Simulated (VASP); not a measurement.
OSZICAR of a VASP run on Cs$_{2}$AgBiBr$_{6}$ (space group Fm-3m):

### OSZICAR
```
       N       E                     dE             d eps       ncg     rms          rms(c)
DAV:   1     0.563201460164E+03    0.56320E+03   -0.27798E+04   424   0.956E+02
DAV:   2     0.231913051763E+02   -0.54001E+03   -0.52935E+03   519   0.253E+02
DAV:   3    -0.295859355316E+02   -0.52777E+02   -0.52560E+02   472   0.982E+01
DAV:   4    -0.309745633878E+02   -0.13886E+01   -0.13854E+01   480   0.196E+01
DAV:   5    -0.310195537624E+02   -0.44990E-01   -0.44973E-01   576   0.300E+00    0.759E+00
DAV:   6    -0.296769378699E+02    0.13426E+01   -0.23969E+00   512   0.912E+00    0.507E+00
DAV:   7    -0.295980708876E+02    0.78867E-01   -0.12007E+00   504   0.420E+00    0.230E+00
DAV:   8    -0.296042466134E+02   -0.61757E-02   -0.10634E-01   464   0.168E+00    0.604E-01
DAV:   9    -0.296062279688E+02   -0.19814E-02   -0.10313E-02   488   0.595E-01    0.126E-01
DAV:  10    -0.296070053133E+02   -0.77734E-03   -0.18330E-03   480   0.167E-01    0.963E-02
DAV:  11    -0.296073332774E+02   -0.32796E-03   -0.38354E-04   488   0.895E-02    0.175E-02
DAV:  12    -0.296073539500E+02   -0.20673E-04   -0.38426E-05   464   0.300E-02    0.118E-02
DAV:  13    -0.296073595318E+02   -0.55818E-05   -0.29588E-05   488   0.182E-02    0.725E-03
DAV:  14    -0.296073583691E+02    0.11626E-05   -0.37076E-06   432   0.656E-03    0.171E-03
DAV:  15    -0.296073584004E+02   -0.31259E-07   -0.30972E-07   288   0.303E-03
   1 F= -.29607358E+02 E0= -.29607358E+02  d E =-.353651E-25
```

Q: Which electronic solver shows in the log?

A: It is blocked Davidson (ALGO = Normal, or the opening steps of other solvers). The INCAR had ALGO = Normal.

Q: Can the final energy be trusted as converged?

A: Self-consistency was reached. It stopped with EDIFF = 1E-6, NELM = 100 (PBE GGA, plane waves, VASP's PBE PAW potentials (set 64)).

The structure comes from a computed database's Cs2AgBiBr6 entry; how it stands against other phases isn't given here. The cell was not relaxed at this level.
